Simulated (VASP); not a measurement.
Input:

```
CELL_PARAMETERS angstrom
      0.00000     3.45249     3.45249
      3.45249     0.00000     3.45249
      3.45249     3.45249     0.00000
ATOMIC_POSITIONS crystal
  Rb 0.00000 0.00000 0.00000
  Br 0.50000 0.50000 0.50000
```

Computed with PBE GGA, VASP's PBE PAW potentials (set 64) (plane waves; VASP). Settings: 300 eV cut-off, 7×7×7 Γ-centred mesh, Gaussian smearing of 0.010 eV, potentials Rb_sv Br.

**Question.** Give the electronic dielectric tensor ε∞ (DFPT, local fields included).

**Answer.** 
```
2.52  0.00  0.00
0.00  2.52  0.00
0.00  0.00  2.52
```

**Question.** Give the Born effective charges.

**Answer.** 
```json
[
 {"atom": "Rb1", "Z*xx": "1.16", "Z*yy": "1.16", "Z*zz": "1.16", "mean": "1.16"},
 {"atom": "Br2", "Z*xx": "-1.16", "Z*yy": "-1.16", "Z*zz": "-1.16", "mean": "-1.16"}
]
```

**Question.** And the static tensor with the ions free?

**Answer.** 
```
5.14  0.00  0.00
0.00  5.14  0.00
0.00  0.00  5.14
```

**Question.** Which frequencies do the optical Γ-point modes have (no LO-TO splitting)?

**Answer.** 86 (×3) cm⁻¹.

The structure comes from a computed database's RbBr entry; how it stands against other phases isn't given here. The cell was not relaxed at this level. The run is one of a series of settings (EDIFF = 1E-8, IBRION = 8, LEPSILON = .TRUE., NSW = 1 against the base run), some of them coarse on purpose.
